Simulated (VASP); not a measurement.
Wanted: the native input for a VASP 6.6.1 run.

```yaml
Task: relaxation of cell and atoms
Functional: PBEsol
Potentials_or_basis: VASP PAW PBE potentials, release 64 (Ti_sv)
Cutoff: 480 eV
k_mesh: 18 × 18 × 10
Occupations: gaussian, width 0.1 eV
Spin: no spin polarisation
Further_INCAR_settings: ALGO = Fast; EDIFF = 1e-07; IBRION = 2; EDIFFG = -0.005; NSW = 90; ISIF = 3
```

The structure of Ti lies in POSCAR:

```
Ti
1.0
    2.9357319200      0.0000000000      0.0000000000
   -1.4678659600      2.5424184200      0.0000000000
    0.0000000000      0.0000000000      4.6408561500
Ti
2
Direct
    0.3333333300      0.6666666700      0.2500000000
    0.6666666700      0.3333333300      0.7500000000
```

These files were run (other wordings do the same):

INCAR

```
  PREC = Accurate
  ENCUT = 480
  EDIFF = 1E-7
  ISMEAR = 0
  SIGMA = 0.1
  LREAL = False
  LASPH = True
  NELM = 80
  ALGO = Fast
  ISIF = 3
  LWAVE = False
  LCHARG = False
  GGA = PS
  IBRION = 2
  NSW = 90
  EDIFFG = -0.005
```

KPOINTS

```
regular mesh
0
Gamma
  18 18 10
```

Potentials or basis: VASP PAW PBE potentials, release 64 (Ti_sv).

Command:

```console
$ cat potpaw_PBE.64/Ti_sv/POTCAR > POTCAR
$ mpirun -np 1 vasp_std > vasp.out
```

It gave:

```yaml
Relaxed_volume: 16.67 Å³/atom
Relaxed_cell: a = 2.897 Å, b = 2.897 Å, c = 4.585 Å, α = 90.00°, β = 90.00°, γ = 120.00°
Space_group_after_relaxing_to_0.05_Å: P6_3/mmc (No. 194)
Energy_gained_by_relaxing: 8.9 meV/atom
Ionic_steps: 6
Pressure_after_relaxing: 0.0 GPa
Band_gap_on_the_k_mesh: none (metal or under the smearing width)
```

Caveat: the PAW data sets were made with another functional, which shifts forces and pressure a little.

Wall time 9.5 min on 1 thread of Intel(R) Xeon(R) 6975P-C (Granite Rapids) (shared host), peak memory 0.25 GiB.
